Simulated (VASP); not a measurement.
```yaml
crystal:
  lattice:
    - [2.02129, -3.50098, 0.00000]
    - [2.02129, 3.50098, 0.00000]
    - [0.00000, 0.00000, 5.14406]
  atoms:
    - { symbol: Te, position: [0.33333, 0.66667, 0.26193] }
    - { symbol: Te, position: [0.66667, 0.33333, 0.73807] }
    - { symbol: Pt, position: [0.00000, 0.00000, 0.00000] }
```

Method: PBEsol GGA, VASP's PBE PAW potentials (set 64) (plane waves; VASP 6.6.1). Numerical set-up: 400 eV cut-off, Gaussian smearing of 0.050 eV, potentials Te Pt.

Unless said otherwise, spin-orbit coupling is left out, though it shifts the bands of the heavy elements here.

**Question.** What does the run give for the band gap (along the path) with the smallest direct gap where there is one?

**Answer.** 
| Quantity | Value |
|---|---|
| band gap (along the path) | none (metal, semimetal or under 0.01 eV) |

Total energies compare only between runs with the same potentials, cut-off and functional.

The compound is PtTe2 in the 1T layered structure. It was relaxed first.
